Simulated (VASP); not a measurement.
```yaml
crystal:
  lattice:
    - [2.79754, 0.00000, 0.00000]
    - [0.00000, 2.79754, 0.00000]
    - [0.00000, 0.00000, 4.02398]
  atoms:
    - { symbol: Ti, position: [0.00000, 0.00000, 0.00000] }
    - { symbol: Al, position: [0.50000, 0.50000, 0.50000] }
```

Method: PBEsol GGA with spin-orbit coupling, VASP's PBE PAW potentials (set 64) (plane waves; VASP). Settings: 400 eV cut-off, 12×12×8 Γ-centred mesh, Gaussian smearing of 0.050 eV, potentials Ti_sv Al.

### Question
Predict the energy per atom (σ→0), band gap (over mesh and band path) with the smallest direct gap where there is one.

### Answer

- band gap (over mesh and band path): none (metal, semimetal or under 0.01 eV)
- energy per atom (σ→0): -639.3 kJ/mol of atoms

The compound is TiAl in the L1_0 structure. It was relaxed first.
